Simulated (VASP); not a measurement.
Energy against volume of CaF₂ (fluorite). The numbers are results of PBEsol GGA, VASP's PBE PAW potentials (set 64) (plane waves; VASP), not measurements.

| V (Å³/atom) | E (eV/atom) |
|---|---|
| 12.523 | -5.95038 |
| 12.923 | -5.96245 |
| 13.323 | -5.96677 |
| 13.723 | -5.96453 |
| 14.122 | -5.95669 |

Problem. Fit a third-order Birch-Murnaghan equation of state.

Solution. 
volume per atom: 13.38 Å^3/atom
bulk modulus: 86.1 GPa
pressure derivative of the bulk modulus: 4.49
lattice constant a: 5.435 Å

Measured: bulk modulus 83.0 GPa (computed value off by +3.7 %), as given by On the Morphology of Group II Metal Fluoride Nanocrystals at Finite Temperature and Partial Pressure of HF, PMC6154342; a 5.466 Å (computed value off by -0.6 %), as given by M. Råsander et al., The Journal of Chemical Physics (2015), arXiv:1505.02379. The calculation is for a static lattice, while the measured bulk modulus, a hold thermal and zero-point effects, which are part of the difference.

The compound is CaF2 in the fluorite structure. It was relaxed first.
